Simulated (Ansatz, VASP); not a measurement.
# KAg: VASP beside Ansatz, part 2 of 2

Aim: how closely do two programs agree when they are given the same cell, functional and k mesh? The cell is generated by rule, not measured, and may not be a known phase. The cell is taken from a series of runs on this material, whose earlier steps may have relaxed, scaled, displaced or heated it; both programs get it as it stands.

VASP 6.6.1 and Ansatz 0.2.0.

So far: The starting structure; VASP: zone-centre phonons, PBEsol.

The structure was built from a prototype and need not be the compound's stable phase.

## 3. Ansatz: zone-centre phonons, PBEsol

Level of this step: Ansatz beside VASP: Kohn-Sham DFT, plane waves, PBEsol (Ansatz).

Ansatz runs on its default PAW (the set named soft_2) files.

The same cell, functional, mesh and smearing now go to Ansatz, which takes its cutoff from its data sets.

The input, input.yaml:

```yaml
crystal:
  lattice:
    - [3.9831655217, 0.0, 0.0]
    - [0.0, 3.9831655217, 0.0]
    - [0.0, 0.0, 3.9831655217]
  atoms:
    - { symbol: K, position: [0.5, 0.5, 0.5] }
    - { symbol: Ag, position: [0.0, 0.0, 0.0] }
kpoints:
  mp_grid: { grid: [10, 10, 10] }
hamiltonian:
  xc: pbesol
scf:
  occupations: { method: methfessel_paxton, width: 0.15 }
output:
  eigenvalues: true
phonons:
  method: dfpt
  qmesh: [2, 2, 2]
  temperatures: { t_max: 1000, t_step: 50 }
  qpath:
    path:
      - [[0.0, 0.0, 0.0], [0.0, 0.5, 0.0], [0.5, 0.5, 0.0], [0.0, 0.0, 0.0], [0.5, 0.5, 0.5], [0.0, 0.5, 0.0]]
      - [[0.5, 0.5, 0.5], [0.5, 0.5, 0.0]]
    npoints: 10
```

Run with:

```bash
ansatz run input.yaml --threads 4 --pin off --max-ram 7168MiB --backend cpu --events-out ev --progress --plain --runs-dir out
```

Numbers of over 12 decimals in the logs are rounded to 6 here.

What it wrote:

```text
Engine: ansatz 0.2.0, aarch64-unknown-linux-gnu
Pseudopotentials: kind: paw
Pseudopotential: K, paw, valence charge 9, recommended cutoff 420 eV (normal), K.paw.azcp
Pseudopotential: Ag, paw, valence charge 19, recommended cutoff 420 eV (normal), Ag.paw.azcp
Functional definition: PBEsol
  exchange = pbesol_x
  correlation = pbesol_c
Crystal: 2 atoms, lattice volume = 63.195 Å³
Basis set: ecut = 420 eV, 1237 PW (Γ), exchange–correlation on 54×54×54 points (8 copies of the dense FFT grid, shifted against one another)
Bands: 18, of which v1, the nominal top of the filled ones, is band 14 counted from 1 (13 counted from 0)
Symmetry: 48 space group operations
k-points: 56 of 1000
Non-local potential: K, projectors of the file, l = 0: 3, l = 1: 2, l = 2: 2
Non-local potential: Ag, projectors of the file, l = 0: 3, l = 1: 2, l = 2: 2, l = 3: 1
PAW form: soft (Blöchl's): semilocal exchange-correlation on the pseudo side does not see the compensation charge
PAW frozen core: K, regenerated for the run's functional, and the local potential with it (the file was generated under x = pbe(κ = 0.804, μ = 0.219515), c = pbe(β = 0.066725))
PAW frozen core: Ag, regenerated for the run's functional, and the local potential with it (the file was generated under x = pbe(κ = 0.804, μ = 0.219515), c = pbe(β = 0.066725))
PAW one-centre angular grid: K, 110 points (default); XC on 64 Gauss nodes
PAW one-centre angular grid: Ag, 590 points (default); XC on 64 Gauss nodes
Initial density: superposition of atomic densities (neutral atoms: chi_scale 0, normalization atom), corrected by the library's trained network
Initial wavefunctions: pseudopotential atomic-orbital guess
Functional: x = pbesol(κ = 0.804, μ = 0.123457), c = pbesol(β = 0.046)
SCF iter   1: F=—  HF=-9037.831030 eV  |F-HF|=—  |Δ(HF+E_count)|=         —  Δρ=3.09e-3  dr2=4.86e-3  ethr=1.77e-3  ⟨swp⟩=5.1  Hψ=4685  notcnv=0
preconditioner: auto → Resta (q_TF=auto, 2.382 Å⁻¹)  ε∞=4.5  [insulator: Δε(μ)=0.173 eV  Ē_g=10.629 eV  σ=0.150 eV  W_gap=0.54  n_scr=18 (ndim 8)  ℏωp=19.8 eV  f_vac=0.007  D(μ)=0.18/eV (n_scr^D=0)  ε∞_Penn≈4.5]
SCF iter   2: F=—  HF=-9037.830112 eV  |F-HF|=—  |Δ(HF+E_count)|=   9.18e-4  S|Δr|=    0.00e0  Δρ=1.04e-3  dr2=3.76e-4  ethr=1.73e-5  ⟨swp⟩=2.6  Hψ=2171  notcnv=0
preconditioner: auto → Kerker (q_TF=auto, 2.382 Å⁻¹)  [metal: Δε(μ)=0.072 eV  Ē_g=10.668 eV  σ=0.150 eV  W_gap=0.36  n_scr=18 (ndim 8)  ℏωp=19.8 eV  f_vac=0.009  D(μ)=0.18/eV (n_scr^D=0)]
SCF iter   3: F=—  HF=-9037.830072 eV  |F-HF|=—  |Δ(HF+E_count)|=   4.01e-5  S|Δr|=    0.00e0  Δρ=4.95e-4  dr2=1.11e-4  ethr=1.34e-6  ⟨swp⟩=2.0  Hψ=1197  notcnv=0
SCF iter   4: F=—  HF=-9037.830057 eV  |F-HF|=—  |Δ(HF+E_count)|=   1.53e-5  S|Δr|=    0.00e0  Δρ=9.39e-5  dr2=1.21e-5  ethr=3.96e-7  ⟨swp⟩=2.0  Hψ=1546  notcnv=0
SCF iter   5: F=—  HF=-9037.830059 eV  |F-HF|=—  |Δ(HF+E_count)|=   2.44e-6  S|Δr|=    0.00e0  Δρ=3.21e-5  dr2=8.38e-7  ethr=4.32e-8  ⟨swp⟩=2.4  Hψ=1366  notcnv=0
SCF iter   6: F=—  HF=-9037.830050 eV  |F-HF|=—  |Δ(HF+E_count)|=   9.44e-6  S|Δr|=    0.00e0  Δρ=7.39e-6  dr2=3.39e-8  ethr=2.99e-9  ⟨swp⟩=2.8  Hψ=1678  notcnv=0
SCF iter   7: F=—  HF=-9037.830050 eV  |F-HF|=—  |Δ(HF+E_count)|=   2.46e-8  S|Δr|=    0.00e0  Δρ=1.37e-6  dr2=9.61e-10  ethr=1.21e-10  ⟨swp⟩=2.0  Hψ=1501  notcnv=0
SCF iter   8: F=—  HF=-9037.830050 eV  |F-HF|=—  |Δ(HF+E_count)|=   1.02e-9  S|Δr|=    0.00e0  Δρ=3.57e-7  dr2=8.08e-11  ethr=3.43e-12  ⟨swp⟩=2.5  Hψ=1471  notcnv=0
SCF iter   9: F=-9037.830050 eV  HF=-9037.830050 eV  |F-HF|=0.00e0  |Δ(HF+E_count)|=  3.64e-11  S|Δr|=    0.00e0  Δρ=6.20e-8  dr2=1.74e-12  ethr=1.00e-12  ⟨swp⟩=5.2  Hψ=4053  notcnv=0
SCF 1 converged in 9 iterations: F = -9037.830050 eV  dr2 = 1.74e-12
  greatest PAW one-centre occupation: 1.001 electrons in one spin orbital (limit 2), on the Ag atom at site 1 (counted from 0), in its partial waves of l = 0
Initial density: read from a saved state, or passed on in memory by an earlier SCF of this step, an earlier step, the calling program or the single point that the run made first
iter 1 solved again at ethr=3.53e-8 eV; its pass at ethr=3.10e-3 eV (dr2=9.90e-6 eV) is discarded
SCF iter   1: F=—  HF=-9037.830058 eV  |F-HF|=—  |Δ(HF+E_count)|=         —  Δρ=2.43e-7  dr2=1.71e-11  ethr=3.53e-8  ⟨swp⟩=3.2  Hψ=7592  notcnv=0
eigensolver tolerance schedule: the retry pair's looser diagonalisation over-reported the residual by 576976.58 of it (diagonalisation noise at an unbounded share of the residual, at the tolerance the schedule requests for it); recorded, not acted on — ethr = c·dr2/N_el stays at c = 1.0e-1
preconditioner: auto → Kerker (q_TF=auto, 2.382 Å⁻¹)  [metal: Δε(μ)=0.072 eV  Ē_g=10.674 eV  σ=0.150 eV  W_gap=0.36  n_scr=18 (ndim 8)  ℏωp=19.8 eV  f_vac=0.009  D(μ)=0.18/eV (n_scr^D=0)]
SCF iter   2: F=—  HF=-9037.830050 eV  |F-HF|=—  |Δ(HF+E_count)|=   8.33e-6  S|Δr|=    0.00e0  Δρ=1.44e-7  dr2=6.10e-12  ethr=1.00e-12  ⟨swp⟩=3.4  Hψ=4913  notcnv=0
SCF iter   3: F=-9037.830050 eV  HF=-9037.830050 eV  |F-HF|=1.82e-12  |Δ(HF+E_count)|=  3.64e-12  S|Δr|=    0.00e0  Δρ=8.57e-8  dr2=1.77e-12  ethr=1.00e-12  ⟨swp⟩=1.0  Hψ=2240  notcnv=0
SCF 2 converged in 3 iterations: F = -9037.830050 eV  dr2 = 1.77e-12
phonons: the bands overlap, so this run is a metal and interpolates without the dipole-dipole term. If the crystal is really an insulator or semiconductor, its LO-TO splitting is missing
NSCF: frozen V_eff on 56 k-points
NSCF: frozen V_eff on 126 k-points
DFPT response loops at q = (0, 0, 0) (fractional): preconditioner auto → Kerker (q_TF=auto, 2.382 Å⁻¹) (partly filled bands, converged f_vac=0.009); β = 1.00, the filter's whole step (`scf.mixing.beta` (0.50) is not read by the response loops under this deck's `scf.mixing.preconditioner`; to damp them name `kerker` or `kerker_dos`, under which they read `scf.mixing.beta`, and type it under 1.00, their step now; both keys bind the ground state too); Broyden in place of MSR1
NSCF: frozen V_eff on 432 k-points
DFPT response loops at q = (0, 0, -0.5) (fractional): mixed as the last ones told, above
NSCF: frozen V_eff on 432 k-points
DFPT response loops at q = (0, -0.5, -0.5) (fractional): mixed as the last ones told, above
NSCF: frozen V_eff on 252 k-points
DFPT response loops at q = (-0.5, -0.5, -0.5) (fractional): mixed as the last ones told, above
SCF converged after 9 iterations
Stability not checked: this state was not tested for a lower state beside it, because cold or Methfessel-Paxton smearing, or corrected tetrahedra, fill the levels in a way that the test cannot read (fill_not_monotonic; see scf.lower_state_search)
Free energy (F): -9037.830050 eV
Harris-Foulkes:  -9037.830050 eV  (|F-HF|=0.00e0)
Internal energy: -9037.830816 eV  (E = F + TS)
E sigma→0 (E₀):  -9037.830241 eV
Entropy (-TS):   0.000766 eV (0.383 meV/atom)
Fermi energy:    6.687550 eV
--- Per-component energies (eV) ---
  E_band       = -512.449667
  E_kinetic    = 782.836887
  E_local      = -3931.043892  (includes V_loc(G=0)·N_el)
  E_nonlocal   = 96.740088
  E_hartree    = 1689.604665
  E_xc         = -315.821922
  E_vxc        = -396.183764  (∫ρ·V_xc dr)
  E_paw        = -4597.992960  (= ΣΔE_a)
  E_vpaw       = -444.008578  (= ΣTr[D̂ρ^β])
  E_aug_tail   = 0.000289  (compensation charges beyond the density's cutoff)
  E_ewald      = -2762.584596
  E_core_change = 0.430624  (= ΣΔE_core)
  E_smearing   = 0.000766  (= −TS)
  E_closure    = 0.000000  (closes the sum)
  Σ components = -9037.830050   (vs F -9037.830050, Δ=0.00e0)
--- Band table (eV; the first three rows and the last of 56) ---
  k-point 0: bands = [... 10 lower, 2.8181, 2.9749, 2.9749, 2.9749, 10.9484, 10.9484, 12.6277, 12.6277]
  k-point 1: bands = [... 10 lower, 2.9349, 2.9669, 2.9669, 2.9772, 10.5185, 10.9689, 12.4723, 12.4723]
  k-point 2: bands = [... 10 lower, 2.9461, 2.9461, 2.9830, 3.2880, 9.4494, 11.0258, 12.1458, 12.1458]
  k-point 55: bands = [... 10 lower, 2.7603, 3.1638, 3.1638, 8.1501, 8.1501, 8.1501, 8.4285, 13.1938]
--- Phonons (Γ-DFPT): 2 representative perturbations + reference (Σ response iterations 6) ---
  ASR residual: 3.909e-5 → 0.000e0 eV/Å²; symmetrization residual: 2.508e-6 eV/Å²
  ASR residual per site (eV/Å²): 7.88e-7 3.91e-5
  Γ frequencies (cm⁻¹): 0.00 0.00 0.00 105.31 105.31 105.31
--- Phonons (arbitrary-q DFPT): 4 irreducible q on the 2×2×2 mesh ---
  q = [0.0000, 0.0000, 0.0000] (star 1, of the zone-centre solve; hermiticity 4.29e-6, symmetrization 1.86e-11): -0.00 0.00 0.00 105.31 105.31 105.31
  q = [0.0000, 0.0000, -0.5000] (star 3, 4 solved perturbations in 684 linear systems a pass and spin channel, the states on 216 of 1000 k-point pairs; hermiticity 4.15e-13, symmetrization 3.87e-13): 32.99 55.94 55.94 87.28 87.28 131.79
  q = [0.0000, -0.5000, -0.5000] (star 3, 4 solved perturbations in 684 linear systems a pass and spin channel, the states on 216 of 1000 k-point pairs; hermiticity 3.58e-6, symmetrization 3.11e-12): -25.71 -25.71 58.35 83.99 124.96 124.96
  q = [-0.5000, -0.5000, -0.5000] (star 1, 2 solved perturbations on 126 of 1000 k-point pairs; hermiticity 1.68e-12, symmetrization 3.57e-11): 32.59 32.59 32.59 120.51 120.51 120.51
  sum rule: each row above includes the acoustic sum rule's correction from the zone centre's row sums; it moved no ω² by more than (0.31 cm⁻¹)²
  mesh force constants: q→R imaginary residual 2.20e-17; ASR residual 3.909e-5 → 0.000e0 eV/Å²; symmetrization residual 1.221e-15 eV/Å²
  interpolated dispersion: 62 rows × 6 modes
  density of states and harmonic sums: on the 16×16×16 q-mesh, interpolated from the force constants of a 2×2×2 supercell (no non-analytic term)
  largest difference from the sums on the solved wave vectors: F 2.61e-1 eV, S 3.26e-4 and C_V 6.55e-5 eV/K
  zero-point energy: 0.026081 eV/cell   skipped modes (ω ≤ 0): 66, of them read as no rigid motion or as one in doubt: 63 (3.677e-1 modes/cell left out, lowest -25.71 cm⁻¹)   left out of the sums: 6.14e-2 of the cell's modes: C_V's classical limit lies that fraction below 3 k_B per atom; for a crystal, a wire or a layer, F and S can be off by more, and a phonons.interpolated_qmesh denser along its periods is the remedy for the sampling
```

Reading the cycles: dr2 is the Hartree energy of the density residual (eV), the measure of convergence; HF is the Harris–Foulkes estimate of the energy, which meets the free energy F at convergence.

## 4. Comparison

Known differences besides the potentials themselves: VASP's run holds the zone centre alone; the data sets hold 28 valence electrons in Ansatz (on its default PAW (the set named soft_2) files) and 20 in VASP; the cutoff is 420 eV in Ansatz and 500 eV in VASP; Ansatz makes its cores anew for this functional, VASP keeps those of its PBE data sets. Total energies have different zeros and are not compared.

The two programs side by side:

```csv
quantity,Ansatz,VASP,difference
optical mode 1 to 3 (cm⁻¹),105.3,105.5,-0.18 %
```

Modes are paired by rising frequency, not by their patterns, so a pair may set unlike modes beside each other; they are those without the splitting of longitudinal modes.

## 5. Outcome

- r.m.s. difference of the optical zone-centre modes, each program's sorted by frequency (zone-centre phonons, PBEsol): 0.19 cm⁻¹

The r.m.s. difference of the optical zone-centre modes, each program's sorted by frequency is 0.19 cm⁻¹ (zone-centre phonons, PBEsol). The data sets hold unlike numbers of valence electrons (28 in Ansatz and 20 in VASP), so part of the differences comes from the potentials. Such differences can come from data sets, numerical settings and the points named under the comparisons, not from the functional's error against experiment.

[Lines on the potential files, build, host, timing and source positions are cut from VASP's logs without a mark.]

[Logs are printed without paths, hosts, clocks, repeated set-up lines and the standing remarks that a program may print on its own settings, such as how far it seeks lower states.]

[Hosts, paths, dates, database ids (printed as entryN), source tags and the programs' standing remarks are cut or masked in the printed files.]
